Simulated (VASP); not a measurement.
NbP:

```
Nb P
1.0
    -1.67492    1.67492    5.74011
     1.67492   -1.67492    5.74011
     1.67492    1.67492   -5.74011
Nb P
2 2
Direct
  0.74988 0.74988 0.00000
  0.49988 0.99988 0.50000
  0.33275 0.33275 0.00000
  0.08275 0.58275 0.50000
```

The cell is a database's computed one.

Base run:

```yaml
Program: VASP 6.6.1
Functional: PBE
Potentials_or_basis: VASP PAW PBE potentials, release 64 (Nb_sv, P)
Cutoff: 520 eV
k_mesh: 10 × 10 × 10
Occupations: gaussian, width 0.1 eV
Spin: no spin polarisation
```

Its results: band gap on the k mesh none (metal or under the smearing width); pressure -1.4 GPa; largest force 0.011 eV/Å.

Problem. The run is repeated on the same cell with these changes: k mesh from 10 × 10 × 10 to 4 × 4 × 4. What comes out?

Solution. Band gap on the k mesh none (metal or under the smearing width); pressure -0.9 GPa; largest force 0.013 eV/Å.

Caveats: some runs use coarse meshes.
